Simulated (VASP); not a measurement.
Here is the system:

```xyz
2
Lattice="0.0000 2.0101 2.0101 2.0101 0.0000 2.0101 2.0101 2.0101 0.0000" Properties=species:S:1:pos:R:3 pbc="T T T"
O      0.0000     0.0000     0.0000
Ni     2.0101     2.0101     2.0101
```
Starting moments (μB, in the order of the record's atoms O Ni): 0.0 2.0.

All values below come from r2SCAN meta-GGA, VASP's PBE PAW potentials (set 64) (plane waves; VASP). Run with 520 eV cut-off, 10×10×10 Γ-centred mesh, Gaussian smearing of 0.050 eV, potentials O Ni.

Energy and stress use the plane-wave basis of the starting cell. The moments were started parallel, and other spin orders were not tried in this run.

Problem. The ions, cell shape and volume are relaxed. Which structure does the run end with?

Solution. 
```xyz
2
Lattice="0.0000 2.0934 2.0934 2.0934 0.0000 2.0934 2.0934 2.0934 0.0000" Properties=species:S:1:pos:R:3 pbc="T T T"
O      0.0000     0.0000     0.0000
Ni     2.0934     2.0934     2.0934
```
Space group Fm-3m (225), at a tolerance of 0.03 Å. The cell ends with 2.00 μB, on the sites 0.28 1.69 μB.

Problem. How do energy and volume change from the first to the last step?

Solution. The energy (σ→0) changes by -103.8 meV/atom and the volume by +12.9 %, in 4 ionic steps.

The structure was generated: NiO was put into the rocksalt type (Fm-3m), which need not be its known phase. This run relaxes it. Symmetry was kept, so distortions that lower it aren't found.
